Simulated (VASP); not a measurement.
Input of a VASP 6.6.1 run:

INCAR

```
PREC = Accurate
ENCUT = 600
EDIFF = 1E-7
ISMEAR = 0
SIGMA = 0.1
LREAL = F
LASPH = T
NELM = 100
ALGO = Normal
ISIF = 3
LWAVE = F
LCHARG = F
GGA = PE
IBRION = 2
NSW = 90
EDIFFG = -0.04
```

KPOINTS

```
regular mesh
0
Gamma
  6 6 2
```

The input POSCAR:

```
NaBI
1.0
    2.2472815500     -2.3184477400      0.0000000000
    2.2472815500      2.3184477400      0.0000000000
    0.0000000000      0.0000000000      8.6833513100
Na B I
1 1 1
Direct
    0.5000000000      0.5000000000      0.5000000000
    0.0000000000      0.0000000000      0.5000000000
    0.0000000000      0.0000000000      0.0000000000
```

Potentials or basis: VASP PAW PBE potentials, release 64 (Na_pv, B, I).

Run with:

```console
$ cat potpaw_PBE.64/Na_pv/POTCAR potpaw_PBE.64/B/POTCAR potpaw_PBE.64/I/POTCAR > POTCAR
$ mpirun -np 1 vasp_std > vasp.out
```

(1) What does it give for the space group after relaxing (to 0.05 Å)?

(2) Estimate the relaxed cell.

Answers

(1) Cmmm (No. 65).

(2) a = 4.178 Å, b = 4.178 Å, c = 4.328 Å, α = 90.00°, β = 90.00°, γ = 89.19°.

Caveat: the k mesh is coarse (spacing up to 0.36 Å⁻¹), so the values aren't converged; an odd number of electrons without spin polarisation forces a metal; a magnetic or distorted state may lie lower.
